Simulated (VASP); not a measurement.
MoSeS, 3 atoms in the cell. The cell holds a sheet with vacuum, 3 atoms: a = 3.240 Å, b = 3.240 Å, c = 19.200 Å, α = 90.00°, β = 90.00°, γ = 120.00°. The cell was built by a generator and needn't be a form met in nature.

```yaml
Program: VASP 6.6.1
Task: work function
Functional: PBEsol
Potentials_or_basis: VASP PAW PBE potentials, release 64 (S, Mo_sv, Se)
Cutoff: 520 eV
k_mesh: 12 × 12 × 1
Occupations: gaussian, width 0.03 eV
Spin: non-collinear spin, zero start, spin-orbit coupling
Starting_moments: "[[0.0, 0.0, 0.0], [0.0, 0.0, 0.0], [0.0, 0.0, 0.0]] μB"
Dipole_correction: yes
Further_INCAR_settings: ALGO = Normal; EDIFF = 1e-06
```

Potentials or basis: VASP PAW PBE potentials, release 64 (S, Mo_sv, Se).

The run is started by

```bash
$ cat potpaw_PBE.64/S/POTCAR potpaw_PBE.64/Mo_sv/POTCAR potpaw_PBE.64/Se/POTCAR > POTCAR
$ mpirun -np 4 vasp_ncl > vasp.out
```

Hardware: 4 MPI ranks on Intel(R) Xeon(R) Platinum 8175M CPU @ 2.50GHz (Skylake/Cascade Lake), with other jobs on the host.

**Question.** Estimate the wall time of this run.

**Answer.** It took 3.6 min on 4 MPI ranks on Intel(R) Xeon(R) Platinum 8175M CPU @ 2.50GHz (Skylake/Cascade Lake), with other jobs on the host, peak memory 0.84 GiB a rank. Counts: scf iterations 20, k points 31.
